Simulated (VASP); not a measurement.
All values below come from PBE GGA, VASP's PBE PAW potentials (set 64) (plane waves; VASP 6.6.1).

Input for VASP

### POSCAR
```
Ni3Fe
1.0
  3.5514900000   0.0000000000   0.0000000000
  0.0000000000   3.5122190000   0.0000000000
  0.0000000000   0.0000000000   3.6151720000
Fe Ni
1 3
Cart
  0.0000000000   0.0000000000   0.0000000000
  0.0000000000   1.7561095000   1.8075860000
  1.7757450000   0.0000000000   1.8075860000
  1.8340356054   1.7561095000   0.0000000000
```

### KPOINTS
```
Automatic mesh
0
Gamma
8 8 8
0 0 0
```

### INCAR
```
# general
SYSTEM  = Ni3Fe
PREC    = Accurate
ENCUT   = 400   # plane-wave cut-off (eV)
LREAL   = .FALSE.   # projection in real space or not
LASPH   = .TRUE.   # aspherical one-centre terms

# electronic loop
EDIFF   = 1E-6   # SCF stop (eV)
NELM    = 100
ALGO    = Normal
LMAXMIX = 4   # l cut-off of mixed one-centre charges

# smearing
ISMEAR  = 1   # Methfessel-Paxton
SIGMA   = 0.1   # width (eV)

# functional
GGA     = PE

# spin
ISPIN   = 2
MAGMOM  = 3.0 3*0.7
NUPDOWN = 1

# ions
ISIF    = 2   # forces and stress, cell fixed

# output
LWAVE   = .FALSE.
LCHARG  = .FALSE.
LORBIT  = 10
```

POTCAR, in this order: Fe Ni (PBE.64 set). Program: vasp_std.

The run wrote:

### OSZICAR
```
       N       E                     dE             d eps       ncg     rms          rms(c)
DAV:   1     0.217328628800E+03    0.21733E+03   -0.14578E+04 13424   0.169E+03
DAV:   2    -0.164223974174E+02   -0.23375E+03   -0.22516E+03 13048   0.333E+02
DAV:   3    -0.277148159731E+02   -0.11292E+02   -0.10803E+02 13430   0.102E+02
DAV:   4    -0.278644891091E+02   -0.14967E+00   -0.14912E+00 14140   0.122E+01
DAV:   5    -0.278688472421E+02   -0.43581E-02   -0.43577E-02 17870   0.169E+00    0.230E+01
DAV:   6    -0.257033867228E+02    0.21655E+01   -0.42343E+01 13492   0.960E+01    0.173E+01
DAV:   7    -0.302336873819E+02   -0.45303E+01   -0.26807E+01 14946   0.122E+02    0.320E+01
DAV:   8    -0.240869770713E+02    0.61467E+01   -0.31474E+01 15556   0.549E+01    0.589E+00
DAV:   9    -0.243465221681E+02   -0.25955E+00   -0.34699E+00 17778   0.361E+01    0.785E+00
DAV:  10    -0.240648422947E+02    0.28168E+00   -0.11828E+00 15460   0.250E+01    0.270E+00
DAV:  11    -0.240823728264E+02   -0.17531E-01   -0.31669E-01 16624   0.126E+01    0.263E+00
DAV:  12    -0.240630932944E+02    0.19280E-01   -0.13063E-01 16580   0.831E+00    0.868E-01
DAV:  13    -0.240652840605E+02   -0.21908E-02   -0.20412E-02 17966   0.166E+00    0.541E-01
DAV:  14    -0.240661668372E+02   -0.88278E-03   -0.47189E-03 18054   0.124E+00    0.233E-01
DAV:  15    -0.240667113478E+02   -0.54451E-03   -0.14797E-03 20112   0.586E-01    0.101E-01
DAV:  16    -0.240667548844E+02   -0.43537E-04   -0.24436E-04 17080   0.214E-01    0.504E-02
DAV:  17    -0.240667597316E+02   -0.48472E-05   -0.59796E-05 19210   0.111E-01    0.128E-02
DAV:  18    -0.240667606441E+02   -0.91253E-06   -0.93128E-06 12172   0.344E-02
   1 F= -.24066761E+02 E0= -.24066214E+02  d E =-.164105E-02  mag=     1.0000
```

File OUTCAR:
```
------------------------ aborting loop because EDIFF is reached ----------------------------------------
  FORCE on cell =-STRESS in cart. coord.  units (eV):
  Direction    XX          YY          ZZ          XY          YZ          ZX
  --------------------------------------------------------------------------------------
  Total       -1.8889783     -1.6273899     -2.4163395      0.0000000      0.0000000      0.0000000
  in kB      -67.1145072    -57.8203932    -85.8514021      0.0000000      0.0000000      0.0000000
  external PRESSURE =     -70.2621009 kB  Pullay stress =       0.0000000 kB
  volume of cell :       45.09
      direct lattice vectors                 reciprocal lattice vectors
     3.551490000  0.000000000  0.000000000     0.281571960  0.000000000  0.000000000
     0.000000000  3.512219000  0.000000000     0.000000000  0.284720287  0.000000000
     0.000000000  0.000000000  3.615172000     0.000000000  0.000000000  0.276612012
 POSITION                                       TOTAL-FORCE (eV/Angst)
 -----------------------------------------------------------------------------------
      0.00000      0.00000      0.00000         0.222414      0.000000      0.000000
      0.00000      1.75611      1.80759         0.195575      0.000000      0.000000
      1.77574      0.00000      1.80759         0.032287      0.000000      0.000000
      1.83404      1.75611      0.00000        -0.450276      0.000000      0.000000
 -----------------------------------------------------------------------------------
    total drift:                                0.000372     -0.000000     -0.000017
  FREE ENERGIE OF THE ION-ELECTRON SYSTEM (eV)
  ---------------------------------------------------
  free  energy   TOTEN  =       -24.0667606441 eV

  energy  without entropy=      -24.0651195985  energy(sigma->0) =      -24.06621363

 total charge

# of ion       s       p       d       tot
------------------------------------------
    1        0.455   0.471   6.206   7.132
    2        0.495   0.496   8.304   9.294
    3        0.493   0.494   8.303   9.291
    4        0.496   0.497   8.304   9.298
--------------------------------------------------
tot          1.940   1.958  31.117  35.015

 magnetization (x)

# of ion       s       p       d       tot
------------------------------------------
    1        0.012   0.012   1.537   1.561
    2       -0.008  -0.016  -0.168  -0.192
    3       -0.008  -0.017  -0.188  -0.212
    4       -0.008  -0.016  -0.139  -0.163
--------------------------------------------------
tot         -0.012  -0.037   1.043   0.994
```
(Selected blocks of OUTCAR.)

The compound is Ni3Fe in the L1_2 structure. The cell was not relaxed at this level, atoms are displaced from their ideal sites. The run is one of a series of settings (NUPDOWN = 1 against the base run), some of them coarse on purpose.
